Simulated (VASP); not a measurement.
OSZICAR of a VASP run on O47Si23:

OSZICAR:
```
...
       N       E                     dE             d eps       ncg     rms          rms(c)
DAV:   1    -0.541747097681E+03    0.47439E-03   -0.21407E+00   912   0.353E+00    0.768E-01
RMM:   2    -0.541764216515E+03   -0.17119E-01   -0.84328E-02   912   0.528E-01    0.311E+00
RMM:   3    -0.541741333424E+03    0.22883E-01   -0.22010E-02   923   0.266E-01    0.872E-01
RMM:   4    -0.541746858647E+03   -0.55252E-02   -0.45252E-03   927   0.107E-01    0.189E-01
RMM:   5    -0.541750022575E+03   -0.31639E-02   -0.10995E-03   919   0.914E-02    0.158E-01
RMM:   6    -0.541750324428E+03   -0.30185E-03   -0.65220E-04   927   0.540E-02    0.424E-01
RMM:   7    -0.541749866404E+03    0.45802E-03   -0.28085E-04   825   0.429E-02    0.284E-01
RMM:   8    -0.541749773234E+03    0.93170E-04   -0.12258E-04   666   0.134E-02    0.437E-02
RMM:   9    -0.541750022349E+03   -0.24912E-03   -0.48898E-05   644   0.197E-02    0.193E-02
RMM:  10    -0.541750034107E+03   -0.11758E-04   -0.10190E-05   556   0.863E-03    0.603E-03
RMM:  11    -0.541750034263E+03   -0.15514E-06   -0.15115E-06   370   0.253E-03
 112 F= -.54175003E+03 E0= -.54174856E+03  d E =-.245606E-02  mag=     1.0000
       N       E                     dE             d eps       ncg     rms          rms(c)
DAV:   1    -0.541748563946E+03    0.14702E-02   -0.16101E+00   912   0.306E+00    0.677E-01
RMM:   2    -0.541762165927E+03   -0.13602E-01   -0.64741E-02   912   0.459E-01    0.284E+00
RMM:   3    -0.541742894036E+03    0.19272E-01   -0.17490E-02   923   0.238E-01    0.744E-01
RMM:   4    -0.541748256811E+03   -0.53628E-02   -0.36231E-03   927   0.980E-02    0.201E-01
RMM:   5    -0.541750779696E+03   -0.25229E-02   -0.90233E-04   918   0.845E-02    0.150E-01
RMM:   6    -0.541751033953E+03   -0.25426E-03   -0.51152E-04   924   0.461E-02    0.430E-01
RMM:   7    -0.541750523820E+03    0.51013E-03   -0.28589E-04   822   0.431E-02    0.221E-01
RMM:   8    -0.541750568553E+03   -0.44734E-04   -0.97243E-05   640   0.129E-02    0.379E-02
RMM:   9    -0.541750740792E+03   -0.17224E-03   -0.34187E-05   607   0.164E-02    0.157E-02
RMM:  10    -0.541750747842E+03   -0.70508E-05   -0.71743E-06   547   0.700E-03
 113 F= -.54175075E+03 E0= -.54174923E+03  d E =-.316964E-02  mag=     1.0000
       N       E                     dE             d eps       ncg     rms          rms(c)
DAV:   1    -0.541749485307E+03    0.12555E-02   -0.24519E+00   912   0.378E+00    0.606E-01
RMM:   2    -0.541761991226E+03   -0.12506E-01   -0.70287E-02   912   0.533E-01    0.252E+00
RMM:   3    -0.541746831166E+03    0.15160E-01   -0.14013E-02   918   0.239E-01    0.620E-01
RMM:   4    -0.541751918085E+03   -0.50869E-02   -0.43609E-03   928   0.103E-01    0.519E-01
RMM:   5    -0.541753367680E+03   -0.14496E-02   -0.12833E-03   920   0.997E-02    0.216E-01
RMM:   6    -0.541753890099E+03   -0.52242E-03   -0.80756E-04   932   0.423E-02    0.629E-01
RMM:   7    -0.541752787299E+03    0.11028E-02   -0.77292E-04   922   0.664E-02    0.128E-01
RMM:   8    -0.541753265595E+03   -0.47830E-03   -0.13751E-04   732   0.248E-02    0.351E-02
RMM:   9    -0.541753360040E+03   -0.94445E-04   -0.28171E-05   600   0.149E-02    0.147E-02
RMM:  10    -0.541753364261E+03   -0.42202E-05   -0.75946E-06   550   0.662E-03
 114 F= -.54175336E+03 E0= -.54175179E+03  d E =-.261642E-02  mag=     1.0000
       N       E                     dE             d eps       ncg     rms          rms(c)
DAV:   1    -0.541751289383E+03    0.20707E-02   -0.17726E+00   912   0.321E+00    0.517E-01
RMM:   2    -0.541760558375E+03   -0.92690E-02   -0.50983E-02   912   0.454E-01    0.222E+00
RMM:   3    -0.541748716962E+03    0.11841E-01   -0.10361E-02   918   0.207E-01    0.515E-01
RMM:   4    -0.541753089082E+03   -0.43721E-02   -0.32586E-03   928   0.907E-02    0.501E-01
RMM:   5    -0.541754034991E+03   -0.94591E-03   -0.10215E-03   920   0.896E-02    0.189E-01
RMM:   6    -0.541754437951E+03   -0.40296E-03   -0.57076E-04   904   0.343E-02    0.529E-01
RMM:   7    -0.541753688483E+03    0.74947E-03   -0.56429E-04   906   0.570E-02    0.100E-01
RMM:   8    -0.541754033043E+03   -0.34456E-03   -0.10053E-04   699   0.216E-02    0.279E-02
RMM:   9    -0.541754090744E+03   -0.57701E-04   -0.18177E-05   567   0.117E-02    0.128E-02
RMM:  10    -0.541754093776E+03   -0.30325E-05   -0.55991E-06   543   0.568E-03
 115 F= -.54175409E+03 E0= -.54175247E+03  d E =-.334593E-02  mag=     1.0000
       N       E                     dE             d eps       ncg     rms          rms(c)
DAV:   1    -0.541752194139E+03    0.18966E-02   -0.25810E+00   912   0.388E+00    0.365E-01
RMM:   2    -0.541757108617E+03   -0.49145E-02   -0.49990E-02   912   0.510E-01    0.893E-01
RMM:   3    -0.541755972300E+03    0.11363E-02   -0.58942E-03   912   0.169E-01    0.193E-01
RMM:   4    -0.541756766184E+03   -0.79388E-03   -0.14406E-03   926   0.771E-02    0.154E-01
RMM:   5    -0.541756684068E+03    0.82116E-04   -0.36310E-04   924   0.372E-02    0.118E-01
RMM:   6    -0.541756786346E+03   -0.10228E-03   -0.56436E-04   938   0.387E-02    0.294E-01
RMM:   7    -0.541756536656E+03    0.24969E-03   -0.29917E-04   828   0.315E-02    0.160E-01
RMM:   8    -0.541756621021E+03   -0.84365E-04   -0.12420E-04   714   0.275E-02    0.391E-02
RMM:   9    -0.541756636631E+03   -0.15610E-04   -0.18016E-05   563   0.840E-03    0.102E-02
RMM:  10    -0.541756640847E+03   -0.42161E-05   -0.42786E-06   533   0.462E-03
 116 F= -.54175664E+03 E0= -.54175500E+03  d E =-.254707E-02  mag=     1.0000
       N       E                     dE             d eps       ncg     rms          rms(c)
DAV:   1    -0.541752674060E+03    0.39626E-02   -0.28526E+00   912   0.408E+00    0.379E-01
RMM:   2    -0.541758042991E+03   -0.53689E-02   -0.55024E-02   912   0.535E-01    0.900E-01
RMM:   3    -0.541756953394E+03    0.10896E-02   -0.64219E-03   912   0.177E-01    0.206E-01
RMM:   4    -0.541757733045E+03   -0.77965E-03   -0.15395E-03   925   0.801E-02    0.155E-01
RMM:   5    -0.541757643144E+03    0.89901E-04   -0.39266E-04   925   0.382E-02    0.117E-01
RMM:   6    -0.541757748075E+03   -0.10493E-03   -0.62148E-04   939   0.407E-02    0.296E-01
RMM:   7    -0.541757497042E+03    0.25103E-03   -0.31885E-04   837   0.319E-02    0.171E-01
RMM:   8    -0.541757570125E+03   -0.73082E-04   -0.13372E-04   722   0.283E-02    0.405E-02
RMM:   9    -0.541757590553E+03   -0.20428E-04   -0.19828E-05   565   0.902E-03    0.100E-02
RMM:  10    -0.541757594993E+03   -0.44400E-05   -0.48691E-06   535   0.483E-03
 117 F= -.54175759E+03 E0= -.54175594E+03  d E =-.350122E-02  mag=     1.0000
       N       E                     dE             d eps       ncg     rms          rms(c)
DAV:   1    -0.541755443231E+03    0.21473E-02   -0.28951E+00   912   0.411E+00    0.428E-01
RMM:   2    -0.541763050462E+03   -0.76072E-02   -0.61004E-02   912   0.547E-01    0.153E+00
RMM:   3    -0.541757763268E+03    0.52872E-02   -0.76068E-03   912   0.199E-01    0.252E-01
RMM:   4    -0.541760646919E+03   -0.28837E-02   -0.24666E-03   931   0.881E-02    0.636E-01
RMM:   5    -0.541759891520E+03    0.75540E-03   -0.10402E-03   925   0.821E-02    0.123E-01
RMM:   6    -0.541760795327E+03   -0.90381E-03   -0.55860E-04   901   0.412E-02    0.515E-01
RMM:   7    -0.541759869281E+03    0.92605E-03   -0.62196E-04   939   0.548E-02    0.546E-02
RMM:   8    -0.541760328623E+03   -0.45934E-03   -0.97965E-05   726   0.285E-02    0.181E-02
RMM:   9    -0.541760354164E+03   -0.25541E-04   -0.16952E-05   564   0.108E-02    0.169E-02
RMM:  10    -0.541760357065E+03   -0.29013E-05   -0.38790E-06   533   0.443E-03
 118 F= -.54176036E+03 E0= -.54175867E+03  d E =-.276207E-02  mag=     1.0000
       N       E                     dE             d eps       ncg     rms          rms(c)
DAV:   1    -0.541753752188E+03    0.66020E-02   -0.46471E+00   912   0.521E+00    0.545E-01
RMM:   2    -0.541766079591E+03   -0.12327E-01   -0.98180E-02   912   0.694E-01    0.195E+00
RMM:   3    -0.541757571001E+03    0.85086E-02   -0.12262E-02   912   0.253E-01    0.331E-01
RMM:   4    -0.541762104767E+03   -0.45338E-02   -0.41318E-03   931   0.112E-01    0.822E-01
RMM:   5    -0.541760893070E+03    0.12117E-02   -0.16005E-03   926   0.105E-01    0.192E-01
RMM:   6    -0.541762326975E+03   -0.14339E-02   -0.11053E-03   934   0.480E-02    0.714E-01
RMM:   7    -0.541760813745E+03    0.15132E-02   -0.12359E-03   947   0.809E-02    0.715E-02
RMM:   8    -0.541761577096E+03   -0.76335E-03   -0.14793E-04   769   0.346E-02    0.237E-02
RMM:   9    -0.541761628783E+03   -0.51688E-04   -0.32420E-05   612   0.151E-02    0.259E-02
RMM:  10    -0.541761633495E+03   -0.47121E-05   -0.68154E-06   549   0.581E-03
 119 F= -.54176163E+03 E0= -.54175990E+03  d E =-.403850E-02  mag=     1.0000
       N       E                     dE             d eps       ncg     rms          rms(c)
DAV:   1    -0.541758693113E+03    0.29357E-02   -0.39296E+00   912   0.478E+00    0.912E-01
RMM:   2    -0.541783218355E+03   -0.24525E-01   -0.13244E-01   912   0.692E-01    0.370E+00
RMM:   3    -0.541752880603E+03    0.30338E-01   -0.30957E-02   920   0.326E-01    0.887E-01
RMM:   4    -0.541761087225E+03   -0.82066E-02   -0.66112E-03   925   0.140E-01    0.208E-01
RMM:   5    -0.541764394678E+03   -0.33075E-02   -0.13873E-03   915   0.103E-01    0.103E-01
RMM:   6    -0.541764459750E+03   -0.65072E-04   -0.90955E-04   925   0.614E-02    0.123E-01
RMM:   7    -0.541764547829E+03   -0.88079E-04   -0.18615E-04   828   0.259E-02    0.301E-01
RMM:   8    -0.541764247283E+03    0.30055E-03   -0.15491E-04   742   0.253E-02    0.650E-02
RMM:   9    -0.541764398138E+03   -0.15086E-03   -0.54346E-05   623   0.149E-02    0.621E-02
RMM:  10    -0.541764419947E+03   -0.21808E-04   -0.22620E-05   576   0.138E-02    0.112E-02
RMM:  11    -0.541764422469E+03   -0.25217E-05   -0.25854E-06   420   0.342E-03
 120 F= -.54176442E+03 E0= -.54176258E+03  d E =-.278897E-02  mag=     1.0000
```

Task: Which electronic solver shows in the log?

Result: It is blocked Davidson (ALGO = Normal, or the opening steps of other solvers) and then RMM-DIIS (ALGO = Fast or VeryFast). The INCAR had ALGO = Fast.

Task: How was spin treated?

Result: Collinear spin (ISPIN = 2): the summary line carries one mag value, 1.00 μB in the cell.

Task: Can the final energy be trusted as converged?

Result: Convergence was not reached. It stopped with EDIFF = 1E-5, NELM = 100, NSW = 120 and EDIFFG = -0.03 after 120 ionic steps (PBE GGA, plane waves, VASP's PBE PAW potentials (set 64)). The run did not end as a converged relaxation.  The cell is charged, with a uniform compensating background. The supercell is sampled at Γ alone, which is coarse: total energies, pressure and levels can be off, energies of defects by several tenths of an eV.

The cell is a supercell with a defect, built from SiO2 (quartz): vac_Si-vac_O, charge -1. The total moment is imposed (NUPDOWN), so this need not be the lowest spin state.
